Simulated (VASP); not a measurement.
Given:

```
Ag
1.0
    0.00000     1.99920     1.99920
    1.99920     0.00000     1.99920
    1.99920     1.99920     0.00000
Ag
1
Cartesian
  0.00000   0.00000   0.00000
```

Calculation: LDA (Ceperley-Alder, Perdew-Zunger), VASP's LDA PAW potentials (set 64) (plane waves; VASP). Run with 400 eV cut-off, Gaussian smearing of 0.050 eV, potentials Ag.

Task: Give the energies of bands 1 to 7 at the high-symmetry points, in eV from the Fermi level.

Result: 
```
band      Γ      X      U      L      W
----  -----  -----  -----  -----  -----
1     -8.38  -6.93  -6.44  -6.88  -6.09
2     -5.08  -6.77  -5.97  -5.10  -5.41
3     -5.08  -3.03  -4.30  -5.10  -5.41
4     -5.08  -2.76  -3.66  -3.00  -3.90
5     -3.90  -2.76  -3.09  -3.00  -2.76
6     -3.90   1.42   4.38  -0.67   6.12
7     16.08   7.18   5.40   3.89   6.12
```

It has no gap at this level: it comes out as a metal or semimetal.

The structure comes from a computed database's Ag entry (Fm-3m); how it stands against other phases isn't given here. It was relaxed first, which changed the volume by -8 %.
